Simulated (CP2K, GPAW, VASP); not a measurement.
**Y2Ge3: programs and potentials compared**

```
CELL_PARAMETERS angstrom
4.39243 0.00000 0.00000
-2.19621 3.80395 0.00000
0.00000 0.00000 7.10729
ATOMIC_POSITIONS crystal
Y 0.00000 0.00000 0.27007
Y 0.00000 0.00000 0.72993
Ge 0.66667 0.33333 0.00000
Ge 0.66667 0.33333 0.50000
Ge 0.33333 0.66667 0.00000
```

The cell comes from a database or a generator and needn't be the stable form of this composition.

Alike in all runs: task single point; functional RPBE; k mesh 7 × 7 × 4; occupations gaussian, width 0.05 eV; no spin polarisation; no spin-orbit coupling. Pressure is positive in compression and, in plane waves, holds the error of the finite cutoff.

```csv
program and potentials,plane-wave cutoff (eV),notes,pressure (GPa),largest force (eV/Å)
"GPAW, the program's PAW data sets (release 1.2.1) made for this functional",600,6.8 valence electrons an atom on average,?,?
"VASP, PBE PAW files Ge_d, Y_sv, 520 eV",520,potentials made for PBE; 12.8 valence electrons an atom on average,2.11,0.139
"CP2K, POTENTIAL_UZH Y GTH-PBE-q11, Ge GTH-PBE-q4; TZVP-MOLOPT-PBE-GTH basis",-,atomic basis; potentials made for PBE; 6.8 valence electrons an atom on average,1.79,0.118
```

Q: Estimate from the other rows what the run with GPAW, the program's PAW data sets (release 1.2.1) made for this functional gave.

A: Pressure 2.09 GPa; largest force 0.151 eV/Å. The other rows, which needn't bracket it: pressure 1.79 to 2.11; largest force 0.118 to 0.139.
